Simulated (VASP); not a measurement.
Input:

```yaml
crystal:
  lattice:
    - [3.09042, 0.00000, 0.00000]
    - [-1.54521, 2.67639, 0.00000]
    - [0.00000, 0.00000, 4.47763]
  atoms:
    - { symbol: As, position: [0.33333, 0.66667, 0.25000] }
    - { symbol: As, position: [0.66667, 0.33333, 0.75000] }
```

Method: PBEsol GGA with spin-orbit coupling, VASP's PBE PAW potentials (set 64) (plane waves; VASP). Numerical set-up: 400 eV cut-off, 12×12×8 Γ-centred mesh, Gaussian smearing of 0.050 eV, potentials As.

Problem. The job: As (relaxed from the hcp structure, space group P6_3/mmc), 2 atoms, PBEsol+SOC, static run, 400 eV, 12×12×8 Γ-centred mesh. Roughly how much core time does it take on a busy server core?

Solution. About 40 core-seconds (one run on a shared machine, a rough figure). It had 95 irreducible k-points, 18 bands, up to 1390 plane waves and 10 electronic steps.

The structure was generated: As was put into the hcp type (P6_3/mmc), which need not be its known phase. It was relaxed first.
